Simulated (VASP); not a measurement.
Given:

```yaml
crystal:
  lattice:
    - [0.00000, 2.81500, 2.81500]
    - [2.81500, 0.00000, 2.81500]
    - [2.81500, 2.81500, 0.00000]
  atoms:
    - { symbol: Be, position: [0.00000, 0.00000, 0.00000] }
    - { symbol: Te, position: [0.25000, 0.25000, 0.25000] }
```

Computed with PBE GGA, VASP's PBE PAW potentials (set 64) (plane waves; VASP). Settings: 400 eV cut-off, 7×7×7 Γ-centred mesh, Gaussian smearing of 0.050 eV, potentials Be Te.

Predict the energy per atom (σ→0), pressure.

```
Quantity                        Value
---------------------  --------------
energy per atom (σ→0)  -3.810 eV/atom
pressure                     1.20 GPa
```

The absolute energy has meaning only against runs of the same code, potentials and settings.

The compound is BeTe in the zinc blende structure. The cell was not relaxed at this level.
